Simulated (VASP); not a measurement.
Output of a VASP run:

### OSZICAR
```
       N       E                     dE             d eps       ncg     rms          rms(c)
DAV:   1    -0.411838710194E+03   -0.41184E+03   -0.44340E-05   566   0.104E-02    0.109E-02
RMM:   2    -0.411838705779E+03    0.44148E-05   -0.21751E-05   465   0.711E-03    0.213E-03
RMM:   3    -0.411838705892E+03   -0.11280E-06   -0.23175E-06   350   0.210E-03    0.138E-03
RMM:   4    -0.411838706059E+03   -0.16722E-06   -0.37555E-07   295   0.111E-03
   1 F= -.41183871E+03 E0= -.41183871E+03  d E =-.996946E-18
```

### OUTCAR
```
------------------------ aborting loop because EDIFF is reached ----------------------------------------
  FORCE on cell =-STRESS in cart. coord.  units (eV):
  Direction    XX          YY          ZZ          XY          YZ          ZX
  --------------------------------------------------------------------------------------
  Total      -19.1097077    -19.1097077    -25.3241745      0.0000000      0.0000000      0.0000000
  in kB      -22.9551910    -22.9551910    -30.4202070      0.0000000      0.0000000      0.0000000
  external PRESSURE =     -25.4435297 kB  Pullay stress =       0.0000000 kB
  volume of cell :     1333.78
      direct lattice vectors                 reciprocal lattice vectors
    11.565934820  0.000000000  0.000000000     0.086460802  0.000000000  0.000000000
     0.000000000 11.565934820  0.000000000     0.000000000  0.086460802  0.000000000
     0.000000000  0.000000000  9.970621590     0.000000000  0.000000000  0.100294650
 POSITION                                       TOTAL-FORCE (eV/Angst)
 -----------------------------------------------------------------------------------
      0.00000      1.92766      1.16046        -0.000000     -0.000000     -0.000644
      1.92766      0.00000      3.82486         0.000000     -0.000000      0.000644
      0.00000      1.92766      6.14577         0.000000      0.000000     -0.000644
      1.92766      0.00000      8.81017        -0.000000     -0.000000      0.000644
      0.00000      5.78297      1.16046         0.000000     -0.000000     -0.000644
      1.92766      3.85531      3.82486        -0.000000     -0.000000      0.000644
      0.00000      5.78297      6.14577        -0.000000     -0.000000     -0.000644
      1.92766      3.85531      8.81017         0.000000     -0.000000      0.000644
      0.00000      9.63828      1.16046        -0.000000     -0.000000     -0.000644
      1.92766      7.71063      3.82486         0.000000      0.000000      0.000644
      0.00000      9.63828      6.14577         0.000000     -0.000000     -0.000644
      1.92766      7.71063      8.81017         0.000000     -0.000000      0.000644
      3.85531      1.92766      1.16046         0.000000     -0.000000     -0.000644
      5.78297      0.00000      3.82486         0.000000      0.000000      0.000644
      3.85531      1.92766      6.14577         0.000000     -0.000000     -0.000644
      5.78297      0.00000      8.81017         0.000000      0.000000      0.000644
      3.85531      5.78297      1.16046        -0.000000     -0.000000     -0.000644
      5.78297      3.85531      3.82486        -0.000000     -0.000000      0.000644
      3.85531      5.78297      6.14577         0.000000      0.000000     -0.000644
      5.78297      3.85531      8.81017         0.000000     -0.000000      0.000644
      3.85531      9.63828      1.16046         0.000000     -0.000000     -0.000644
      5.78297      7.71063      3.82486         0.000000     -0.000000      0.000644
      3.85531      9.63828      6.14577         0.000000     -0.000000     -0.000644
      5.78297      7.71063      8.81017         0.000000     -0.000000      0.000644
      7.71063      1.92766      1.16046         0.000000     -0.000000     -0.000644
      9.63828      0.00000      3.82486         0.000000      0.000000      0.000644
      7.71063      1.92766      6.14577        -0.000000     -0.000000     -0.000644
      9.63828      0.00000      8.81017         0.000000     -0.000000      0.000644
      7.71063      5.78297      1.16046        -0.000000      0.000000     -0.000644
      9.63828      3.85531      3.82486        -0.000000     -0.000000      0.000644
      7.71063      5.78297      6.14577         0.000000     -0.000000     -0.000644
      9.63828      3.85531      8.81017         0.000000     -0.000000      0.000644
      7.71063      9.63828      1.16046         0.000000      0.000000     -0.000644
      9.63828      7.71063      3.82486        -0.000000     -0.000000      0.000644
      7.71063      9.63828      6.14577         0.000000      0.000000     -0.000644
      9.63828      7.71063      8.81017         0.000000     -0.000000      0.000644
      1.92766      1.92766      0.00000         0.000000     -0.000000     -0.000000
      0.00000      0.00000      0.00000        -0.000000      0.000000      0.000000
      1.92766      1.92766      4.98531        -0.000000     -0.000000     -0.000000
      0.00000      0.00000      4.98531         0.000000     -0.000000      0.000000
      1.92766      5.78297      0.00000        -0.000000      0.000000      0.000000
      0.00000      3.85531      0.00000        -0.000000     -0.000000     -0.000000
      1.92766      5.78297      4.98531        -0.000000      0.000000      0.000000
      0.00000      3.85531      4.98531         0.000000     -0.000000     -0.000000
      1.92766      9.63828      0.00000         0.000000      0.000000     -0.000000
      0.00000      7.71063      0.00000        -0.000000      0.000000      0.000000
      1.92766      9.63828      4.98531        -0.000000     -0.000000     -0.000000
      0.00000      7.71063      4.98531         0.000000      0.000000     -0.000000
      5.78297      1.92766      0.00000         0.000000     -0.000000     -0.000000
      3.85531      0.00000      0.00000        -0.000000      0.000000      0.000000
      5.78297      1.92766      4.98531        -0.000000     -0.000000      0.000000
      3.85531      0.00000      4.98531        -0.000000      0.000000      0.000000
      5.78297      5.78297      0.00000         0.000000      0.000000      0.000000
      3.85531      3.85531      0.00000        -0.000000     -0.000000     -0.000000
      5.78297      5.78297      4.98531        -0.000000      0.000000      0.000000
      3.85531      3.85531      4.98531        -0.000000      0.000000     -0.000000
...
```
(Selected blocks of OUTCAR.)

POSCAR:
```
Sn36O36
1
   11.5659348200     0.0000000000     0.0000000000
    0.0000000000    11.5659348200     0.0000000000
    0.0000000000     0.0000000000     9.9706215902
Sn O
36 36
Direct
  0.0000000000   0.1666670000   0.1163874731
  0.1666670000   0.0000000000   0.3836125269
  0.0000000000   0.1666670000   0.6163874731
  0.1666670000   0.0000000000   0.8836125269
  0.0000000000   0.5000000000   0.1163874731
  0.1666670000   0.3333330000   0.3836125269
  0.0000000000   0.5000000000   0.6163874731
  0.1666670000   0.3333330000   0.8836125269
  0.0000000000   0.8333330000   0.1163874731
  0.1666670000   0.6666670000   0.3836125269
  0.0000000000   0.8333330000   0.6163874731
  0.1666670000   0.6666670000   0.8836125269
  0.3333330000   0.1666670000   0.1163874731
  0.5000000000   0.0000000000   0.3836125269
  0.3333330000   0.1666670000   0.6163874731
  0.5000000000   0.0000000000   0.8836125269
  0.3333330000   0.5000000000   0.1163874731
  0.5000000000   0.3333330000   0.3836125269
  0.3333330000   0.5000000000   0.6163874731
  0.5000000000   0.3333330000   0.8836125269
  0.3333330000   0.8333330000   0.1163874731
  0.5000000000   0.6666670000   0.3836125269
  0.3333330000   0.8333330000   0.6163874731
  0.5000000000   0.6666670000   0.8836125269
  0.6666670000   0.1666670000   0.1163874731
  0.8333330000   0.0000000000   0.3836125269
  0.6666670000   0.1666670000   0.6163874731
  0.8333330000   0.0000000000   0.8836125269
  0.6666670000   0.5000000000   0.1163874731
  0.8333330000   0.3333330000   0.3836125269
  0.6666670000   0.5000000000   0.6163874731
  0.8333330000   0.3333330000   0.8836125269
  0.6666670000   0.8333330000   0.1163874731
  0.8333330000   0.6666670000   0.3836125269
  0.6666670000   0.8333330000   0.6163874731
  0.8333330000   0.6666670000   0.8836125269
  0.1666670000   0.1666670000   0.0000000000
  0.0000000000   0.0000000000   0.0000000000
  0.1666670000   0.1666670000   0.5000000000
  0.0000000000   0.0000000000   0.5000000000
  0.1666670000   0.5000000000   0.0000000000
  0.0000000000   0.3333330000   0.0000000000
  0.1666670000   0.5000000000   0.5000000000
  0.0000000000   0.3333330000   0.5000000000
  0.1666670000   0.8333330000   0.0000000000
  0.0000000000   0.6666670000   0.0000000000
  0.1666670000   0.8333330000   0.5000000000
  0.0000000000   0.6666670000   0.5000000000
  0.5000000000   0.1666670000   0.0000000000
  0.3333330000   0.0000000000   0.0000000000
  0.5000000000   0.1666670000   0.5000000000
  0.3333330000   0.0000000000   0.5000000000
  0.5000000000   0.5000000000   0.0000000000
  0.3333330000   0.3333330000   0.0000000000
  0.5000000000   0.5000000000   0.5000000000
  0.3333330000   0.3333330000   0.5000000000
  0.5000000000   0.8333330000   0.0000000000
  0.3333330000   0.6666670000   0.0000000000
  0.5000000000   0.8333330000   0.5000000000
  0.3333330000   0.6666670000   0.5000000000
  0.8333330000   0.1666670000   0.0000000000
  0.6666670000   0.0000000000   0.0000000000
  0.8333330000   0.1666670000   0.5000000000
  0.6666670000   0.0000000000   0.5000000000
  0.8333330000   0.5000000000   0.0000000000
  0.6666670000   0.3333330000   0.0000000000
  0.8333330000   0.5000000000   0.5000000000
  0.6666670000   0.3333330000   0.5000000000
  0.8333330000   0.8333330000   0.0000000000
  0.6666670000   0.6666670000   0.0000000000
  0.8333330000   0.8333330000   0.5000000000
  0.6666670000   0.6666670000   0.5000000000
```

**Question.** Write an INCAR and KPOINTS that could have produced this output.

**Answer.** One answer among several that fit: the input of the run itself, PBE GGA, plane waves, VASP's PBE PAW potentials (set 64).

File KPOINTS:
```
Automatic
0
Gamma
1 1 1
0 0 0
```

INCAR:
```
ALGO = Fast
EDIFF = 1E-6
ENCUT = 400
GGA = PE
ISMEAR = 0
LASPH = T
LCHARG = F
LMAXMIX = 4
LORBIT = 11
LREAL = Auto
LVHAR = T
LWAVE = F
NELM = 100
NELMIN = 4
PREC = Normal
SIGMA = 0.05
SYMPREC = 1E-4
SYSTEM = Sn36O36
```

POTCAR, in this order: Sn O (PBE.64 set). Program: vasp_gam. Read from the step before: WAVECAR.

At this cut-off the stress carries a Pulay error, which pulls relaxed volumes low. The supercell is sampled at Γ alone, which is coarse: total energies, pressure and levels can be off, energies of defects by several tenths of an eV.

The cell is a supercell, built from a database entry that may be metastable or hypothetical.
